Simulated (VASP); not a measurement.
# Sr: Sr into a neighbouring Sr vacancy

Aim: the barrier for one hop in Sr: Sr into a neighbouring Sr vacancy.

Main program and level: VASP 6.6.1; PBEsol; plane waves and PAW (Sr_sv).

This is a report of a sequence of runs, with most program output left out.

### 1. The host crystal

The structure is cubic, space group Fm-3m (No. 225). Conventional cell: a = 6.080 Å, b = 6.080 Å, c = 6.080 Å, α = 90.00°, β = 90.00°, γ = 90.00°. Nearest to Sr lie 12 Sr at 4.30 Å.

### 2. Relax the host

The later steps need the crystal at this functional's own lattice; a raised cutoff keeps the stress reliable while the cell changes.

File INCAR:

```
SYSTEM = Sr
PREC = Accurate
ENCUT = 350
EDIFF = 1E-06
NELM = 120
ISMEAR = 1
SIGMA = 0.15
LREAL = .FALSE.
ALGO = Normal
GGA = PS
NBANDS = 11
LORBIT = 11
LWAVE = .FALSE.
LCHARG = .FALSE.
KPAR = 6
IBRION = 2
NSW = 40
ISIF = 3
EDIFFG = -0.02
POTIM = 0.4
```

File POSCAR:

```
Sr
1.0
    0.0000000000      3.0400000000      3.0400000000
    3.0400000000      0.0000000000      3.0400000000
    3.0400000000      3.0400000000      0.0000000000
Sr
1
Direct
    0.0000000000      0.0000000000      0.0000000000
```

File KPOINTS:

```
Automatic mesh
0
Gamma
9 9 9
0 0 0
```

PAW data sets: Sr_sv (PBE family, release 64).

On the command line:

```sh
$ mpirun -np 6 vasp_std
```

It took 6.4 s on 6 MPI ranks of Intel Xeon 6975P-C (Granite Rapids), shared host; peak memory 0.93 GiB.

The PAW data sets were made with PBE, which is usual practice but a small mismatch for other functionals. The run keeps the 48 symmetry operations of its start, so it cannot find a distortion of lower symmetry.

Relaxation path:

```
step  energy less that of the first step (eV)  largest force (eV/Å)  pressure (GPa)  volume (Å³)
   1                                   0.0000                0.0000           -0.88        56.19
   2                                  -0.0087                0.0000           -0.52        54.22
   3                                  -0.0125                0.0000           -0.08        52.20
   4                                  -0.0126                0.0000            0.01        51.84
```

```
conventional cell, symmetrised  before  after  change
                         a (Å)   6.080  5.919  -2.6 %
                         b (Å)   6.080  5.919  -2.6 %
                         c (Å)   6.080  5.919  -2.6 %
              volume (Å³/atom)   56.19  51.84  -7.7 %
```

The relaxed structure:

```cif
data_structure
_symmetry_space_group_name_H-M 'P 1'
_symmetry_Int_Tables_number 1
_cell_length_a 4.1854
_cell_length_b 4.1854
_cell_length_c 4.1854
_cell_angle_alpha 60.000
_cell_angle_beta 60.000
_cell_angle_gamma 60.000
_cell_volume 51.84
loop_
_atom_site_label
_atom_site_type_symbol
_atom_site_fract_x
_atom_site_fract_y
_atom_site_fract_z
_atom_site_occupancy
Sr1 Sr 0.00000 0.00000 0.00000 1
```

Numbers from this step:

| Property | Result |
| --- | --- |
| electronic cycles | 36 |
| electrons | 10 |
| free energy (TOTEN) | -1.837 eV |
| energy at zero smearing | -1.838 eV |
| Fermi energy | 1.711 eV |

The run ended after 4 ionic steps, 0.013 eV below its first step, once forces and stress met EDIFFG = -0.02.

A spacing of under 0.3 eV between levels on this mesh is not given as a gap, since the run was smeared as a metal.

### 3. Relax the host again, on a new basis

The volume changed by more than 5 %, so the plane waves of the start no longer fit; a second relaxation removes that error.

Changes to INCAR since step 2:

```diff
@@ -16,3 +16,3 @@
 IBRION = 2
-NSW = 40
+NSW = 30
 ISIF = 3
```

File POSCAR:

```
Sr
1.0
    0.0000000000      2.9595091740      2.9595091740
    2.9595091740      0.0000000000      2.9595091740
    2.9595091740      2.9595091740      0.0000000000
Sr
1
Direct
    0.0000000000      0.0000000000      0.0000000000
```

File KPOINTS:

```
Automatic mesh
0
Gamma
10 10 10
0 0 0
```

On the command line:

```sh
$ mpirun -np 6 vasp_std
```

Wall time 2.4 s (6 MPI ranks); peak memory 0.9 GiB.

The k-mesh is coarse for a metal.

Little changed from the start: no atom moved by 0.005 Å and no cell edge by 0.1 %.

This step gave:

```
electronic cycles       : 11
free energy (TOTEN)     : -1.840 eV
energy at zero smearing : -1.839 eV
Fermi energy            : 1.736 eV
metallic                : yes
```

The start already met the threshold, so nothing moved.

### 4. Relax the start

System of this step: Sr. The cell holds 31 atoms: 31 Sr. Cell: a = 11.838 Å, b = 11.838 Å, c = 11.838 Å, α = 90.0°, β = 90.0°, γ = 90.0°. It derives from Sr. Nearest the centre at fractional (0.625, 0.125, 0.000): Sr1 at 2.11 Å, Sr2 at 3.61 Å, Sr12 at 3.63 Å, Sr8 at 3.65 Å, Sr23 at 3.66 Å, Sr3 at 4.67 Å, Sr4 at 4.67 Å, Sr5 at 4.68 Å.

A path needs two true minima; the start is relaxed with symmetry off.

File INCAR:

```
SYSTEM = Sr
PREC = Normal
ENCUT = 280
EDIFF = 1E-05
NELM = 120
ISMEAR = 1
SIGMA = 0.15
LREAL = Auto
ALGO = Fast
GGA = PS
NBANDS = 180
LORBIT = 11
LWAVE = .FALSE.
LCHARG = .FALSE.
KPAR = 6
IBRION = 2
NSW = 60
ISIF = 2
EDIFFG = -0.05
POTIM = 0.4
MAXMIX = 40
ISYM = 0
```

File POSCAR:

```
Sr
1.0
   11.8380366960      0.0000000000      0.0000000000
    0.0000000000     11.8380366960      0.0000000000
    0.0000000000      0.0000000000     11.8380366960
Sr
31
Direct
    0.7505838539      0.2513880987      0.0005582633
    0.7477983558      0.0015295710      0.2507541362
   -0.0009071660      0.0009817812      0.0006159339
    0.2504969278      0.2500480185      0.0009236548
    0.4987557834      0.4997247686     -0.0008145258
    0.7510117323      0.7500671093     -0.0004940967
    0.2486789896     -0.0004345184      0.2500137560
    0.4995343773      0.2521862811      0.2517008299
    0.7454195741      0.4968085700      0.2497047279
    0.4992867222      0.0003609433      0.5003671587
    0.7535780236      0.2481212750      0.4993620479
    0.7534512000      0.0010925849      0.7511202252
   -0.0008683980      0.4972156275      0.0002829266
    0.2501841760      0.7479264263     -0.0011542905
   -0.0001217156      0.2484038711      0.2498339759
    0.2501613156      0.5000601219      0.2491446358
    0.5010031192      0.7515055992      0.2505420634
   -0.0013823749      0.0012361041      0.4991528325
    0.2514853149      0.2481892480      0.5015449643
    0.4999661034      0.4978902770      0.4994696765
    0.7500914041      0.7504608726      0.4983406233
    0.2481291272      0.0003371919      0.7492114408
    0.5003978795      0.2512831849      0.7472144243
    0.7504297809      0.5020690035      0.7494973375
   -0.0013698464      0.7512708929      0.2504281901
    0.0015135670      0.4994167686      0.4974965135
    0.2498141402      0.7492467870      0.5013098858
    0.0003271368      0.2472447302      0.7479808086
    0.2514931345      0.5011484422      0.7489183285
    0.4999982281      0.7507527829      0.7507913548
    0.0014803843      0.7504333246      0.7498397904
```

File KPOINTS:

```
Automatic mesh
0
Monkhorst-Pack
2 2 2
0 0 0
```

On the command line:

```sh
$ mpirun -np 6 vasp_std
```

It took 3.5 min on 6 MPI ranks; peak memory 3.4 GiB.

Step by step:

```
step  energy less that of the first step (eV)  largest force (eV/Å)
   1                                   0.0000                0.1046
   2                                  -0.0049                0.0963
   3                                  -0.0139                0.0666
   4                                  -0.0237                0.0330
```

The atoms that moved most (Å):

```
atom      dx      dy      dz  length
 Sr9   0.030   0.027  -0.006   0.040
Sr11  -0.036   0.011   0.007   0.038
Sr28   0.006   0.027   0.024   0.036
Sr12  -0.033  -0.013  -0.004   0.035
 Sr8  -0.006  -0.030  -0.011   0.033
Sr23   0.009  -0.017   0.025   0.031
 Sr1  -0.019  -0.015  -0.011   0.026
Sr18   0.016  -0.020  -0.001   0.025
```

Final coordinates:

```xyz
31
Lattice="11.8380 0.0000 0.0000 0.0000 11.8380 0.0000 0.0000 0.0000 11.8380" Properties=species:S:1:pos:R:3 pbc="T T T"
Sr    8.8667    2.9613   -0.0046
Sr    8.8534    0.0148    2.9466
Sr   -0.0005    0.0055    0.0093
Sr    2.9713    2.9506   -0.0048
Sr    5.9151    5.9204   -0.0095
Sr    8.8796    8.8797    0.0039
Sr    2.9626   -0.0076    2.9548
Sr    5.9080    2.9551    2.9689
Sr    8.8540    5.9081    2.9504
Sr    5.9207    0.0020    5.9265
Sr    8.8850    2.9482    5.9182
Sr    8.8867    0.0001    8.8874
Sr   -0.0028    5.9022    0.0020
Sr    2.9574    8.8749   -0.0031
Sr    0.0043    2.9432    2.9532
Sr    2.9699    5.9223    2.9517
Sr    5.9179    8.8892    2.9512
Sr   -0.0007   -0.0053    5.9077
Sr    2.9654    2.9449    5.9182
Sr    5.9211    5.9157    5.9190
Sr    8.8717    8.8880    5.9135
Sr    2.9531   -0.0031    8.8856
Sr    5.9324    2.9581    8.8701
Sr    8.8801    5.9276    8.8732
Sr   -0.0152    8.8867    2.9485
Sr    0.0079    5.9117    5.8999
Sr    2.9665    8.8853    5.9202
Sr    0.0098    2.9535    8.8782
Sr    2.9676    5.9151    8.8786
Sr    5.9258    8.8979    8.8859
Sr    0.0075    8.8865    8.8807
```

Numbers from this step:

- electronic cycles: 96
- electrons: 310
- free energy (TOTEN): -55.9860 eV
- energy at zero smearing: -55.9841 eV
- Fermi energy: 1.516 eV

The run ended after 4 ionic steps, 0.024 eV below its first step, once the forces on the free atoms met EDIFFG = -0.05.

### 5. Relax the end

The end state is relaxed in the same way, so that both ends share their errors.

INCAR is that of step 4.

File POSCAR:

```
Sr
1.0
   11.8380366960      0.0000000000      0.0000000000
    0.0000000000     11.8380366960      0.0000000000
    0.0000000000      0.0000000000     11.8380366960
Sr
31
Direct
    0.4995626841      0.0017836451     -0.0038027493
    0.7497657461      0.0000557527      0.2475919166
    0.0005622784     -0.0011003193      0.0014570740
    0.2497878160      0.2511305139      0.0020591989
    0.5006469478      0.4985204960     -0.0025583949
    0.7529622887      0.7498119753     -0.0011633094
    0.2502437179     -0.0003233836      0.2514396682
    0.5000573206      0.2500232295      0.2487927395
    0.7507933209      0.4982533139      0.2511249998
    0.5025746457     -0.0025759103      0.4958333813
    0.7510421977      0.2543045952      0.4983089682
    0.7478869879      0.0009950450      0.7485796267
   -0.0008549145      0.4994118662      0.0008988012
    0.2493152541      0.7504694745     -0.0002982475
   -0.0014270459      0.2494596633      0.2483943289
    0.2500110069      0.4981012625      0.2481535885
    0.5024614923      0.7499101469      0.2499089342
    0.0008642251     -0.0007110250      0.4996138965
    0.2507182758      0.2504771329      0.4980414037
    0.5014079068      0.4990024783      0.4982157870
    0.7484786750      0.7493401856      0.5027492739
    0.2480139681      0.0002704433      0.7463882113
    0.4999973527      0.2515197899      0.7496001646
    0.7489367242      0.5003911308      0.7511828849
    0.0011212291      0.7533324341      0.2503533820
   -0.0010008587      0.4997871620      0.4998775159
    0.2501837085      0.7499492689      0.5002939101
   -0.0028228499      0.2514016327      0.7490289956
    0.2480179844      0.5010774610      0.7522255819
    0.5008329559      0.7502722737      0.7484250424
    0.0048514250      0.7514871699      0.7480751966
```

KPOINTS is that of step 4.

On the command line:

```sh
$ mpirun -np 6 vasp_std
```

The job ended after 3.6 min (6 MPI ranks; peak memory 3.4 GiB; 21 min of CPU time).

Relaxation path:

```
step  energy less that of the first step (eV)  largest force (eV/Å)
   1                                   0.0000                0.1504
   2                                  -0.0062                0.1388
   3                                  -0.0205                0.0878
   4                                  -0.0309                0.0342
```

The atoms that moved most (Å):

```
atom      dx      dy      dz  length
Sr31  -0.053  -0.011   0.021   0.058
Sr10  -0.010   0.039   0.029   0.049
Sr11  -0.011  -0.040   0.010   0.043
Sr22   0.026   0.022   0.025   0.042
Sr18  -0.029   0.024  -0.007   0.038
Sr25  -0.020  -0.032   0.000   0.038
Sr21   0.026  -0.003  -0.023   0.035
 Sr9  -0.002   0.020  -0.027   0.034
```

Final coordinates:

```xyz
31
Lattice="11.8380 0.0000 0.0000 0.0000 11.8380 0.0000 0.0000 0.0000 11.8380" Properties=species:S:1:pos:R:3 pbc="T T T"
Sr    5.9167    0.0143   -0.0215
Sr    8.8784    0.0120    2.9353
Sr    0.0029    0.0081   -0.0078
Sr    2.9501    2.9561    0.0008
Sr    5.9342    5.9111   -0.0071
Sr    8.8982    8.8780   -0.0164
Sr    2.9725    0.0086    2.9571
Sr    5.9332    2.9547    2.9371
Sr    8.8863    5.9181    2.9458
Sr    5.9397    0.0084    5.8985
Sr    8.8801    2.9701    5.9093
Sr    8.8791    0.0174    8.8708
Sr   -0.0149    5.9164    0.0059
Sr    2.9664    8.8833   -0.0003
Sr   -0.0147    2.9475    2.9445
Sr    2.9595    5.9133    2.9389
Sr    5.9411    8.8679    2.9324
Sr   -0.0189    0.0158    5.9079
Sr    2.9619    2.9651    5.9054
Sr    5.9245    5.9125    5.9122
Sr    8.8868    8.8678    5.9287
Sr    2.9620    0.0248    8.8606
Sr    5.9174    2.9659    8.8629
Sr    8.8826    5.9217    8.8896
Sr   -0.0065    8.8856    2.9637
Sr   -0.0073    5.9218    5.9127
Sr    2.9755    8.8634    5.9070
Sr   -0.0228    2.9620    8.8851
Sr    2.9526    5.9118    8.8922
Sr    5.9159    8.8778    8.8769
Sr    0.0046    8.8850    8.8771
```

This step gave:

* electronic cycles: 99
* free energy (TOTEN): -55.9857 eV
* energy at zero smearing: -55.9834 eV

The run ended after 4 ionic steps, 0.031 eV below its first step, once the forces on the free atoms met EDIFFG = -0.05.

[end of part 1 of 2]

[Lines on the potential files, build, host, timing and source positions are cut from VASP's logs without a mark.]

[Logs are printed without paths, hosts, clocks, repeated set-up lines and the standing remarks that a program may print on its own settings, such as how far it seeks lower states.]

[Hosts, paths, dates, database ids (printed as entryN), source tags and the programs' standing remarks are cut or masked in the printed files.]

[Runs that stopped without an error message from VASP are left out.]
